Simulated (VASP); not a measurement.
```xyz
2
Lattice="3.6804 -1.8800 0.0000 3.6804 1.8800 0.0000 2.7200 0.0000 3.1114" Properties=species:S:1:pos:R:3 pbc="T T T"
As     2.2883     0.0000     0.7063
As     7.7924     0.0000     2.4051
```

The numbers are results of PBE GGA, VASP's PBE PAW potentials (set 64) (plane waves; VASP), not measurements. Numerical set-up: 400 eV cut-off, 9×9×9 Γ-centred mesh, first-order Methfessel-Paxton smearing of 0.10 eV, potentials As.

Task: Give the force on each atom (eV/Å).

Result: 
```csv
atom,Fx,Fy,Fz
As1,0.278,0.000,0.086
As2,-0.278,0.000,-0.086
```

Task: Give the stress tensor in GPa (positive for a compressed cell).

Result: 
```
 2.93   0.00  -0.29
 0.00   3.86   0.00
-0.29   0.00   3.77
```
The pressure is its mean diagonal, 3.52 GPa.

The compound is As in the a7 structure. The cell was not relaxed at this level.
